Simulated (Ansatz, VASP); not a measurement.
## SiO2 (1T-SiO2 monolayer): VASP beside Ansatz

Wanted: the spread between two codes on one cell, functional and k mesh. The structure shown is the start of the Ansatz relaxation below; VASP solves that cell, so the two are compared at the walk's first step.

Method: plane waves, with VASP 6.6.1 beside it; single point at PBE with D3(BJ), in Ansatz 0.2.0.

## 1. Starting point

The cell holds 3 atoms: 2 O and 1 Si. Its edges and angles: a = 2.422 Å, b = 2.422 Å, c = 34.759 Å, α = 90.0°, β = 90.0°, γ = 120.0°. Vacuum lies along c.

Coordinates:

```cif
data_structure
_symmetry_space_group_name_H-M 'P 1'
_symmetry_Int_Tables_number 1
_cell_length_a 2.4218
_cell_length_b 2.4218
_cell_length_c 34.7590
_cell_angle_alpha 90.000
_cell_angle_beta 90.000
_cell_angle_gamma 120.000
_cell_volume 176.55
loop_
_atom_site_label
_atom_site_type_symbol
_atom_site_fract_x
_atom_site_fract_y
_atom_site_fract_z
_atom_site_occupancy
O1 O 0.66667 0.33333 0.47326 1
O2 O 0.33333 0.66667 0.52674 1
Si3 Si 0.00000 0.00000 0.50000 1
```

## 2. Ansatz: relaxation, PBE with D3(BJ)

Ansatz runs on its PAW soft_1 files.

The two programs are compared at the cell with which this relaxation starts, whose forces are those of its first step.

File input.yaml:

```yaml
crystal:
  lattice:
    - [2.421797, 0.0, 0.0]
    - [-1.2108985, 2.0973377248, 0.0]
    - [0.0, 0.0, 34.7590400001]
  atoms:
    - { symbol: O, position: [0.6666666667, 0.3333333333, 0.4732581797] }
    - { symbol: Si, position: [0.0, 0.0, 0.5] }
    - { symbol: O, position: [0.3333333333, 0.6666666667, 0.5267418203] }
  periodic: [true, true, false]
kpoints:
  mp_grid: { grid: [18, 18, 1] }
hamiltonian:
  xc: pbe
  dispersion: d3bj
  pseudopotentials: { kind: paw, azcp: { folder: soft_1 } }
scf:
  occupations: { method: fermi_dirac, width: 0.05 }
  convergence: { dr2_threshold: 1.0e-09 }
relax:
  f_tol: 0.004
  max_steps: 90
  cell: {}
output:
  write_potential: true
  write_density: true
  volumetric_format: npy
```

Command:

```bash
ansatz run input.yaml --threads 2 --pin off --max-ram 3072MiB --backend cpu --events-out ev --progress --plain --runs-dir out
```

Numbers of over 12 decimals in the logs are rounded to 6 here.

Output:

```text
Warning: relax.cell: scf.convergence.dr2_threshold = 1e-9 eV is looser than the 2.13315388609e-10 eV advised for a relaxation that steers and ends on the stress (1e-10 eV for each atom of the cell: 3, times the square of relax.cell.stress_2d_tol = 0.05 N/m over 11.9 Å (the atoms' height at the walk's start and 5 Å past either face), 4.216e-2 GPa, over a crystal's default 0.05). What an SCF threshold leaves in a stress goes as its square root, and in the free energy as the threshold itself, and one threshold admits the most on a small cell: [figures from the program's tests cut] Set scf.convergence.dr2_threshold to 2.13315388609e-10 eV or tighter. [rest of the remark cut]
Engine: ansatz 0.2.0, aarch64-unknown-linux-gnu
Pseudopotentials: kind: paw
Pseudopotential: O, paw, valence charge 6, recommended cutoff 420 eV (normal), soft_1/O.paw.azcp
Pseudopotential: Si, paw, valence charge 4, recommended cutoff 420 eV (normal), soft_1/Si.paw.azcp
Functional definition: PBE
  parameter kappa = 0.804
  parameter beta = 0.066725
  exchange = pbe_x(kappa = kappa, mu = beta*pi^2/3)
  correlation = pbe_c(beta = beta)
Crystal: 3 atoms, lattice volume = 176.553 Å³
Basis set: ecut = 420 eV, 3351 PW (Γ), exchange–correlation on 36×36×480 points (8 copies of the dense FFT grid, shifted against one another)
Bands: 12, of which v1, the nominal top of the filled ones, is band 8 counted from 1 (7 counted from 0)
Symmetry: 12 space group operations
Space group: P-3m1 (ITA 164), of the structure as read, at distance tolerance 5.6e-5 Å
k-points: 37 of 324
Non-local potential: O, projectors of the file, l = 0: 2, l = 1: 2, l = 2: 1
Non-local potential: Si, projectors of the file, l = 0: 2, l = 1: 2, l = 2: 1
PAW form: soft (Blöchl's): semilocal exchange-correlation on the pseudo side does not see the compensation charge
PAW one-centre angular grid: O, 110 points (default); XC on 64 Gauss nodes
PAW one-centre angular grid: Si, 110 points (default); XC on 64 Gauss nodes
Initial density: superposition of atomic densities (neutral atoms: chi_scale 0, normalization atom)
Initial wavefunctions: pseudopotential atomic-orbital guess
Functional: x = pbe(κ = 0.804, μ = 0.219515), c = pbe(β = 0.066725)
SCF iter   1: F=—  HF=-1774.248252 eV  |F-HF|=—  |Δ(HF+E_count)|=         —  Δρ=7.18e-2  dr2=6.79e0  ethr=3.10e-3  ⟨swp⟩=18.2  Hψ=7242  notcnv=0
preconditioner: auto → Resta (q_TF=auto, 1.829 Å⁻¹)  ε∞=1.3  [insulator: Δε(μ)=11.752 eV  Ē_g=22.215 eV  σ=0.050 eV  W_gap=1.00  n_scr=20 (ndim 8)  ℏωp=11.2 eV  f_vac=0.836  D(μ)=0.00/eV (n_scr^D=0)  ε∞_Penn≈1.3  vacuum switching on, ρ_ref=3.6e-2 e/Å³]
SCF iter   2: F=—  HF=-1772.119335 eV  |F-HF|=—  |Δ(HF+E_count)|=    2.13e0  Δρ=2.22e-2  dr2=3.66e-1  ethr=3.10e-3  ⟨swp⟩=6.0  Hψ=2133  notcnv=0
SCF iter   3: F=—  HF=-1772.041301 eV  |F-HF|=—  |Δ(HF+E_count)|=   7.80e-2  Δρ=9.30e-3  dr2=5.48e-2  ethr=2.29e-3  ⟨swp⟩=4.1  Hψ=1222  notcnv=0
SCF iter   4: F=—  HF=-1772.047463 eV  |F-HF|=—  |Δ(HF+E_count)|=   6.16e-3  Δρ=2.31e-3  dr2=5.52e-3  ethr=3.42e-4  ⟨swp⟩=4.2  Hψ=1114  notcnv=0
SCF iter   5: F=—  HF=-1772.047757 eV  |F-HF|=—  |Δ(HF+E_count)|=   2.94e-4  Δρ=2.69e-4  dr2=5.64e-5  ethr=3.45e-5  ⟨swp⟩=3.6  Hψ=1138  notcnv=0
SCF iter   6: F=—  HF=-1772.047847 eV  |F-HF|=—  |Δ(HF+E_count)|=   9.07e-5  Δρ=1.10e-4  dr2=7.57e-6  ethr=3.52e-7  ⟨swp⟩=4.1  Hψ=1203  notcnv=0
SCF iter   7: F=—  HF=-1772.047843 eV  |F-HF|=—  |Δ(HF+E_count)|=   4.07e-6  Δρ=3.73e-5  dr2=8.59e-7  ethr=4.73e-8  ⟨swp⟩=2.7  Hψ=772  notcnv=0
SCF iter   8: F=—  HF=-1772.047834 eV  |F-HF|=—  |Δ(HF+E_count)|=   8.81e-6  Δρ=2.04e-6  dr2=6.05e-9  ethr=5.37e-9  ⟨swp⟩=3.4  Hψ=1018  notcnv=0
SCF iter   9: F=-1772.047834 eV  HF=-1772.047834 eV  |F-HF|=4.73e-11  |Δ(HF+E_count)|=   1.71e-9  Δρ=3.10e-7  dr2=1.18e-10  ethr=6.25e-12  ⟨swp⟩=15.6  Hψ=4419  notcnv=0
SCF 1 converged in 9 iterations: F = -1772.047834 eV  dr2 = 1.18e-10
  greatest PAW one-centre occupation: 0.876 electrons in one spin orbital (limit 2), on the O atom at site 2 (counted from 0), in its partial waves of l = 0
relax step   1: F+E_penalty+E_count = -1772.04783442 eV  Δ(F+E_penalty+E_count) = +0.000e0 eV  max|allowed force component| = 2.420e0 eV/Å  Δτ_max = 0.0000 Å  P = +49.546 N/m  Ω = 176.553 Å³  fix = [c, alpha, beta]  reactions: c +0.000 N/m  (9 SCF iters, accepted)
[...]
relax step  10: F+E_penalty+E_count = -1773.54824007 eV  Δ(F+E_penalty+E_count) = +5.699e-5 eV  max|allowed force component| = 2.423e-3 eV/Å  Δτ_max = 0.0008 Å  P = +0.017 N/m  Ω = 217.475 Å³  energy of the carried Pulay correction = -1.096e-3 eV  fix = [c, alpha, beta]  reactions: c +0.000 N/m  (6 SCF iters, accepted)
[...]
relax step  11: F+E_penalty+E_count = -1773.54939414 eV  Δ(F+E_penalty+E_count) = -1.154e-3 eV  max|allowed force component| = 2.893e-3 eV/Å  Δτ_max = 0.0000 Å  P = +0.030 N/m  Ω = 217.475 Å³  fix = [c, alpha, beta]  reactions: c +0.000 N/m  stress off target by 3.04e-2 N/m on what of the cell is left free  SCF on the basis re-selected at this cell (its energy is not comparable with the rows above)  (6 SCF iters)
basis re-selected at this cell: Δ(F+E_penalty+E_count) = -1.154e-3 eV, ΔP = +0.013 N/m vs the last step (what re-selecting the basis moved, of the pressure what is left beyond the Pulay correction that the steps carried, after the strain that the cell walked since its last selection, with what the two solves' SCF thresholds leave and, on support functions, any second-order correction that the steps lacked; it is no m [...]
WARN: The output density's exchange-correlation potential varies sharply where the density is thin. Do not read a vacuum level from v_tot or v_xc, or from such a field of the output density. On a cell that repeats whose density bears no net charge and no dipole along the vacuum's axis use v_es (v_loc + v_h of the components); under efield.dipole_correction with no amplitude use v_es + v_field, which holds any externa [...]
SCF converged after 6 iterations
an eigenvalue changed by more than its tolerance at an iteration that met the thresholds in force, so the SCF went on 2 times, its first undamped step at iteration 5: the last check found none over its tolerance
Free energy (F): -1773.549394 eV
Harris-Foulkes:  -1773.549394 eV  (|F-HF|=4.91e-11)
Internal energy: -1773.549394 eV  (E = F + TS)
E sigma→0 (E₀):  -1773.549394 eV
Fermi energy:    -5.534780 eV
--- Per-component energies (eV) ---
  E_band       = -254.595087
  E_kinetic    = 391.041399
  E_local      = -28928.963845  (includes V_loc(G=0)·N_el)
  E_nonlocal   = 124.297385
  E_hartree    = 14241.646112
  E_xc         = -202.528509
  E_vxc        = -234.643008  (∫ρ·V_xc dr)
  E_paw        = -837.958930  (= ΣΔE_a)
  E_vpaw       = -89.621024  (= ΣTr[D̂ρ^β])
  E_aug_tail   = 0.001589  (compensation charges beyond the density's cutoff)
  E_ewald      = 13439.303479
  E_disp       = -0.388074  (pairwise vdW)
  E_smearing   = -0.000000  (= −TS)
  E_closure    = 0.000000  (closes the sum)
  Σ components = -1773.549394   (vs F -1773.549394, Δ=0.00e0)
--- Forces (eV/Å), atoms counted from 1 ---
  atom   1  O     -0.00000000    -0.00000000    -0.00289288
  atom   2  Si     0.00000000     0.00000000     0.00000000
  atom   3  O      0.00000000     0.00000000     0.00289288
  max |Σ_I F_I| component: 9.25e-18 eV/Å
--- 2D stress c σ (N/m, compression-positive) ---
        0.030352       0.000000       0.000000
       -0.000000       0.030352       0.000000
        0.000000       0.000000       0.000000
  P = ½ c Tr σ = 0.0304 N/m
--- Band table (eV; the first three rows and the last of 37) ---
  k-point 0: bands = [... 4 lower, -10.8888, -9.8307, -9.8307, -9.5714, -2.2663, -0.5295 (-0.5295°), -0.1741, -0.0871]
  k-point 1: bands = [... 4 lower, -10.9733, -10.0105, -9.8201, -9.4280, -2.0661, -0.4090 (-0.4090°), -0.0467, -0.0019]
  k-point 2: bands = [... 4 lower, -11.1908, -10.4779, -9.8120, -9.2102, -1.5517 (-1.5517°), -0.1265 (-0.1266°), 0.2414, 0.3482]
  k-point 36: bands = [... 4 lower, -14.5069, -12.9018, -9.5994, -9.5994, 1.7133, 5.0369, 5.0541, 5.0541]
  ° read free of the cell's end (the report's vacuum.weakly_bound_levels)
--- Relaxed structure (9 steps of the walk, 9 accepted, 2 SCFs on fresh bases) ---
  F+E_penalty+E_count = -1773.54939414 eV   max|allowed force component| = 2.893e-3 eV/Å   (the final SCF, on the basis selected at the relaxed cell)
  cell:  # Å, volume = 217.4748 Å³
    - [2.687852, 0, 0.0]
    - [-1.343926, 2.327748, 0.0]
    - [0.0, 0.0, 34.7590400001]
  atoms:
    - { symbol: O, position: [0.666667, 0.333333, 0.473603] }
    - { symbol: Si, position: [0, 0, 0.500000] }
    - { symbol: O, position: [0.333333, 0.666667, 0.526397] }
```

## 3. VASP: single point, PBE with D3(BJ), start cell

The same cell, functional, mesh and smearing now go to VASP, with its own data sets.

Lines of VASP's logs that name or quote its potential files are left out, and so is its time.

File INCAR:

```
SYSTEM = SiO2
PREC = Accurate
ENCUT = 520
EDIFF = 1E-06
NELM = 120
ISMEAR = -1
SIGMA = 0.05
LREAL = .FALSE.
ALGO = Normal
GGA = PE
IVDW = 12
NBANDS = 14
LORBIT = 11
LWAVE = .FALSE.
LCHARG = .FALSE.
ISIF = 2
LDIPOL = .TRUE.
IDIPOL = 3
DIPOL = 0.5 0.5 0.5
LVHAR = .TRUE.
LASPH = .TRUE.
GGA_COMPAT = .FALSE.
EFERMI = MIDGAP
NELMDL = -8
```

File POSCAR:

```
SiO2
1.0
    2.4217970000      0.0000000000      0.0000000000
   -1.2108980000      2.0973380000      0.0000000000
    0.0000000000      0.0000000000     34.7590400000
O Si
2 1
Direct
    0.6666664709      0.3333334923      0.4732581797
    0.3333331162      0.6666665077      0.5267418203
    0.0000000000      0.0000000000      0.5000000000
```

File KPOINTS:

```
Automatic mesh
0
Gamma
18 18 1
0 0 0
```

PAW data sets: O and Si (PBE family, release 64).

Command:

```bash
mpirun -np 1 vasp_std
```

Output:

```text
[banner, memory and clock lines left out]
running    1 mpi-ranks, on    1 nodes
 distrk:  each k-point on    1 cores,    1 groups
 distr:  one band on    1 cores,    1 groups

 POSCAR found type information on POSCAR O Si
 POSCAR found :  2 types and       3 ions
 LDA part: xc-table for (Slater+PW92), standard interpolation
 POSCAR, INCAR and KPOINTS ok, starting setup
 FFT: planning ... GRIDC
 FFT: planning ... GRID_SOFT
 FFT: planning ... GRID
 WAVECAR not read
 entering main loop
       N       E                     dE             d eps       ncg     rms          rms(c)
DAV:   1     0.117890963293E+03    0.11789E+03   -0.73101E+03  1316   0.850E+02
DAV:   2    -0.126662351351E+02   -0.13056E+03   -0.11643E+03  1608   0.187E+02
DAV:   3    -0.232498872838E+02   -0.10584E+02   -0.10539E+02  1408   0.678E+01
DAV:   4    -0.234167068943E+02   -0.16682E+00   -0.16617E+00  1396   0.927E+00
DAV:   5    -0.234203056867E+02   -0.35988E-02   -0.35976E-02  1374   0.130E+00
DAV:   6    -0.234203890639E+02   -0.83377E-04   -0.83308E-04  1366   0.197E-01
DAV:   7    -0.234203918337E+02   -0.27698E-05   -0.27696E-05  1372   0.337E-02
DAV:   8    -0.234203919285E+02   -0.94800E-07   -0.94851E-07  1194   0.608E-03    0.155E+01
DAV:   9    -0.211672602107E+02    0.22531E+01   -0.60599E+00  1372   0.208E+01    0.791E+00
DAV:  10    -0.211359411538E+02    0.31319E-01   -0.12118E+00  1444   0.719E+00    0.214E+00
DAV:  11    -0.211165377253E+02    0.19403E-01   -0.84364E-02  1444   0.250E+00    0.732E-01
DAV:  12    -0.211101267120E+02    0.64110E-02   -0.12880E-02  1438   0.939E-01    0.191E-01
DAV:  13    -0.211093390853E+02    0.78763E-03   -0.63181E-04  1402   0.187E-01    0.923E-02
DAV:  14    -0.211086968877E+02    0.64220E-03   -0.50424E-04  1444   0.171E-01    0.440E-02
[...]
DAV:  18    -0.211094482521E+02   -0.13215E-03   -0.13960E-05  1288   0.271E-02    0.537E-03
DAV:  19    -0.211096543363E+02   -0.20608E-03   -0.12705E-05  1204   0.175E-02    0.512E-03
DAV:  20    -0.211097074567E+02   -0.53120E-04   -0.25273E-06  1156   0.748E-03    0.150E-03
DAV:  21    -0.211097362405E+02   -0.28784E-04   -0.90522E-07  1094   0.493E-03    0.320E-03
DAV:  22    -0.211097442251E+02   -0.79845E-05   -0.17799E-07  1016   0.271E-03    0.392E-04
DAV:  23    -0.211097456315E+02   -0.14065E-05   -0.58131E-08  1088   0.170E-03    0.116E-03
DAV:  24    -0.211097467231E+02   -0.10916E-05   -0.12649E-08   962   0.822E-04    0.186E-04
DAV:  25    -0.211097468816E+02   -0.15851E-06   -0.71380E-09  1106   0.610E-04
   1 F= -.21593224E+02 E0= -.21593224E+02  d E =0.000000E+00
```

Parts of OUTCAR (step 3):

```text
ion  position               nearest neighbor table
   1  0.667  0.333  0.473-   3 1.68   3 1.68   3 1.68
   2  0.333  0.667  0.527-   3 1.68   3 1.68   3 1.68
   3  0.000  0.000  0.500-   2 1.68   1 1.68   2 1.68   1 1.68   1 1.68   2 1.68

  LATTYP: Found a hexagonal cell.
 ALAT       =     2.4217970000
 C/A-ratio  =    14.3525819877

 Subroutine GETGRP returns: Found 12 space group operations
 (whereof 12 operations were pure point group operations)

The static configuration has the point symmetry D_3d.

 Found     37 irreducible k-points:

   k-points           NKPTS =     37   k-points in BZ     NKDIM =     37   number of bands    NBANDS=     14

   dimension x,y,z NGX =    18 NGY =   18 NGZ =  270
   dimension x,y,z NGXF=    36 NGYF=   36 NGZF=  540

   ENCUT  =  520.0 eV  38.22 Ry    6.18 a.u.   4.50  4.50 64.63*2*pi/ulx,y,z

   NELECT =      16.0000    total number of electrons

 k-points in reciprocal lattice and weights: Automatic mesh
   0.00000000  0.00000000  0.00000000       0.003
   0.05555556 -0.00000000  0.00000000       0.019
   0.11111111 -0.00000000  0.00000000       0.019
   0.16666667 -0.00000000  0.00000000       0.019
   0.22222222 -0.00000000  0.00000000       0.019
   0.27777778  0.00000000  0.00000000       0.019
   0.33333333  0.00000000  0.00000000       0.019
   0.38888889  0.00000000  0.00000000       0.019
   0.44444444 -0.00000000  0.00000000       0.019
[...]
0.33333333  0.27777778  0.00000000       0.037
   0.33333333  0.33333333  0.00000000       0.006

 dipolmoment           0.000000      0.000000      0.000000 electrons x Angstroem

 average (electrostatic) potential at core
       1 -80.8463       2 -80.8463       3 -94.6336

 E-fermi :  -2.9584

 k-point     1 :       0.0000    0.0000    0.0000
  band No.  band energies     occupation
    ...
      4      -8.7702      2.00000
      5      -8.7702      2.00000
      6      -8.4019      2.00000
      7      -7.3747      2.00000
      8      -7.3747      2.00000
      9       1.4579      0.00000
     10       1.7196      0.00000
     11       1.9767      0.00000
     12       2.1971      0.00000
     13       2.4086      0.00000
    ...

 k-point     2 :       0.0556   -0.0000    0.0000
  band No.  band energies     occupation
    ...
      4      -9.3232      2.00000
      5      -8.8480      2.00000
      6      -8.1140      2.00000
      7      -7.6123      2.00000
      8      -7.4049      2.00000
      9       1.5718      0.00000
     10       1.8160      0.00000
     11       2.0826      0.00000
     12       2.3004      0.00000
     13       2.5168      0.00000
    ...

 k-point     3 :       0.1111   -0.0000    0.0000
  band No.  band energies     occupation
    ...
      4     -10.2814      2.00000
      5      -9.0602      2.00000
      6      -8.3328      2.00000
      7      -7.8057      2.00000
      8      -7.4976      2.00000
      9       1.9015      0.00000
     10       2.1029      0.00000
     11       2.4000      0.00000
     12       2.6103      0.00000
     13       2.8381      0.00000
    ...

 Edisp (eV)   -0.48348

  Total      15.97454    15.97454     4.52472     0.00000     0.00000    -0.00000
  in kB     144.96558   144.96562    41.06093     0.00003     0.00000    -0.00000
  external pressure =      110.33 kB  Pullay stress =        0.00 kB

  energy-cutoff  :      520.00
  volume of cell :      176.55
      direct lattice vectors                 reciprocal lattice vectors
     2.421797000  0.000000000  0.000000000     0.412916524  0.238397337  0.000000000
    -1.210898000  2.097338000  0.000000000     0.000000000  0.476794870  0.000000000
     0.000000000  0.000000000 34.759040000     0.000000000  0.000000000  0.028769494

 POSITION                                       TOTAL-FORCE (eV/Angst)
 -----------------------------------------------------------------------------------
      1.21090      0.69911     16.45000        -0.000000      0.000000     -2.466830
     -0.00000      1.39822     18.30904         0.000000     -0.000000      2.466830
      0.00000      0.00000     17.37952         0.000000     -0.000000      0.000000
 -----------------------------------------------------------------------------------
    total drift:                                0.001159     -0.000000      0.000000

  FREE ENERGIE OF THE ION-ELECTRON SYSTEM (eV)
  ---------------------------------------------------
  free  energy   TOTEN  =       -21.5932240995 eV

  energy  without entropy=      -21.5932240995  energy(sigma->0) =      -21.59322410

 vacuum level on the upper side and lower side of the slab         1.980         1.980

 total charge
# of ion       s       p       d       tot
------------------------------------------
    1        1.583   3.768   0.000   5.351
    2        1.583   3.768   0.000   5.351
    3        0.659   1.134   0.000   1.793
--------------------------------------------------
tot          3.825   8.669   0.000  12.494

[... 3 further parts left out ...]
```

## 4. Comparison

Known differences besides the potentials themselves: Ansatz cuts the interaction across the vacuum, VASP repeats the sheet with a dipole correction; the cutoff is 420 eV in Ansatz and 520 eV in VASP. Total energies have different zeros and are not compared.

Forces (eV/Å; atoms numbered as in POSCAR):

```tsv
atom	Ansatz x, y, z	VASP x, y, z
O1	0.000, 0.000, -2.420	0.000, 0.000, -2.467
O2	0.000, 0.000, 2.420	0.000, 0.000, 2.467
Si3	0.000, 0.000, 0.000	0.000, 0.000, 0.000
```

The forces differ by 22 meV/Å r.m.s., which is 1.9 % of the r.m.s. force of 1.163 eV/Å (both taken over all components). With vacuum in the cell, a pressure given here is an average over mostly empty space and none of the material.

## 5. What came out

```json
{"r.m.s. force difference (single point, PBE with D3(BJ), start cell)": "1.9 % of the r.m.s. force"}
```

The r.m.s. force difference is 1.9 % of the r.m.s. force (single point, PBE with D3(BJ), start cell), within the 3 % picked in this series as the mark of a large difference. 1 further run of this series is not shown here. How closely two codes agree says nothing of how well the functional describes the real material.

[Lines on the potential files, build, host, timing and source positions are cut from VASP's logs without a mark.]

[Logs are printed without paths, hosts, clocks, repeated set-up lines and the standing remarks that a program may print on its own settings, such as how far it seeks lower states.]

[Hosts, paths, dates, database ids (printed as entryN), source tags and the programs' standing remarks are cut or masked in the printed files.]
